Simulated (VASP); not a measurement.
These are PBE GGA with D3 dispersion (zero damping), VASP's PBE PAW potentials (set 64) (plane waves; VASP) values and carry that method's errors.

The input files of a VASP run:

### INCAR
```
NSW=60
ISMEAR=1   ! Methfessel-Paxton
LASPH=.TRUE.   ! aspherical one-centre terms
PREC=Accurate
ISIF=3
EDIFF=1E-6
LREAL=.FALSE.   ! projection in real space or not
GGA=PE   ! PBE
ALGO=Normal   ! blocked Davidson
ENCUT=520
IVDW=11
LWAVE=.FALSE.
NELM=100   ! most electronic steps
LMAXMIX=6   ! l cut-off of mixed one-centre charges
EDIFFG=-0.01
SIGMA=0.1   ! width (eV)
LCHARG=.FALSE.
SYSTEM=Dy
IBRION=2   ! conjugate gradients
```

File POSCAR:
```
Dy
1.0
  1.7809005715  -3.0846100783   0.0000000000
  1.7809005715   3.0846100783   0.0000000000
  0.0000000000   0.0000000000   5.4870053250
Dy
2
Cart
  1.7809005715   1.0282054158   1.3717513313
  1.7809005715  -1.0282054158   4.1152539938
```

### KPOINTS
```
K-points
0
Gamma
11 11 6
0 0 0
```

POTCAR, in this order: Dy_3 (PBE.64 set). Program: vasp_std.

The resulting files:

### OSZICAR
```
       N       E                     dE             d eps       ncg     rms          rms(c)
DAV:   1     0.524128327984E+02    0.52413E+02   -0.88952E+03  1664   0.125E+03
DAV:   2    -0.568871057636E+01   -0.58102E+02   -0.56871E+02  1689   0.321E+02
DAV:   3    -0.891290358343E+01   -0.32242E+01   -0.29936E+01  2343   0.417E+01
DAV:   4    -0.902916727016E+01   -0.11626E+00   -0.11511E+00  2156   0.857E+00
DAV:   5    -0.903256787410E+01   -0.34006E-02   -0.33991E-02  2361   0.104E+00    0.250E+01
DAV:   6    -0.903723015925E+01   -0.46623E-02   -0.21898E-02  2512   0.140E+00    0.150E+01
DAV:   7    -0.904723085136E+01   -0.10001E-01   -0.40290E-02  2494   0.194E+00    0.247E-01
DAV:   8    -0.904694918784E+01    0.28166E-03   -0.22475E-03  2094   0.396E-01    0.674E-02
DAV:   9    -0.904695937926E+01   -0.10191E-04   -0.21151E-04  2117   0.133E-01    0.315E-02
DAV:  10    -0.904695307225E+01    0.63070E-05   -0.28934E-05  2124   0.444E-02    0.328E-02
DAV:  11    -0.904695400123E+01   -0.92898E-06   -0.26225E-06  1809   0.142E-02
   1 F= -.98333034E+01 E0= -.98336926E+01  d E =-.983330E+01
```

### OUTCAR
```
------------------------ aborting loop because EDIFF is reached ----------------------------------------
 Edisp (eV)   -0.78635
  FORCE on cell =-STRESS in cart. coord.  units (eV):
  Direction    XX          YY          ZZ          XY          YZ          ZX
  --------------------------------------------------------------------------------------
  Total      -0.00504    -0.00504    -0.01323     0.00000     0.00000    -0.00000
  in kB      -0.13403    -0.13403    -0.35161     0.00000     0.00000    -0.00000
  external pressure =       -0.21 kB  Pullay stress =        0.00 kB
  volume of cell :       60.28
      direct lattice vectors                 reciprocal lattice vectors
     1.780900571 -3.084610078  0.000000000     0.280756831 -0.162095042  0.000000000
     1.780900571  3.084610078  0.000000000     0.280756831  0.162095042  0.000000000
     0.000000000  0.000000000  5.487005325     0.000000000  0.000000000  0.182248775
 POSITION                                       TOTAL-FORCE (eV/Angst)
 -----------------------------------------------------------------------------------
      1.78090      1.02821      1.37175         0.000000     -0.000000      0.000000
      1.78090     -1.02821      4.11525        -0.000000      0.000000      0.000000
 -----------------------------------------------------------------------------------
    total drift:                                0.000003      0.000098     -0.000011
  FREE ENERGIE OF THE ION-ELECTRON SYSTEM (eV)
  ---------------------------------------------------
  free  energy   TOTEN  =        -9.8333034378 eV

  energy  without entropy=       -9.8344710716  energy(sigma->0) =       -9.83369265

 reached required accuracy - stopping structural energy minimisation
```
(Selected blocks of OUTCAR.)

The 4f electrons are frozen in the core of the lanthanide potential, so 4f levels, which can set the real gap, and their magnetism are missing.

The compound is Dy in the hcp structure. It was relaxed first. The start is the result of an earlier pass.
